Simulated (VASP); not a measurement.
SiO2 (cristobalite): the band gap from VASP (plane waves, PAW) at several levels of theory. Gaps are without spin-orbit coupling. Each level names its cell: its own relaxed one, PBE's, or the starting one. A gap is the smallest over the k-mesh and a band path; hybrids may have named points in place of the path, and GW has the mesh alone.

```
level              band gap (eV)
-----------------  -------------
PBE (own cell)              5.54
PBEsol (own cell)           5.56
r2SCAN (own cell)           6.35
```

The cell of the PBE (own cell) run:

```xyz
12
Lattice="5.0504 0.0000 0.0000 0.0000 5.0504 0.0000 0.0000 0.0000 7.0401" Properties=species:S:1:pos:R:3 pbc="T T T"
Si     1.5068     1.5068     7.0401
Si     4.0320     1.0184     5.2800
Si     1.0184     4.0320     1.7600
Si     3.5436     3.5436     3.5200
O      1.2116     0.5148     1.2547
O      3.7368     2.0104     4.0254
O      1.3136     3.0400     0.5053
O      3.8388     4.5356     4.7747
O      4.5356     3.8388     2.2654
O      2.0104     3.7368     3.0147
O      3.0400     1.3136     6.5347
O      0.5148     1.2116     5.7854
```

Only levels that ran to the end are used. Left out are those held back, those with too coarse a band path, GW runs whose mesh misses a band edge, hybrids' fits of cells that aren't cubic and levels without matching references; a question may draw on a part of the rest.

The compound is SiO2 in the cristobalite structure.
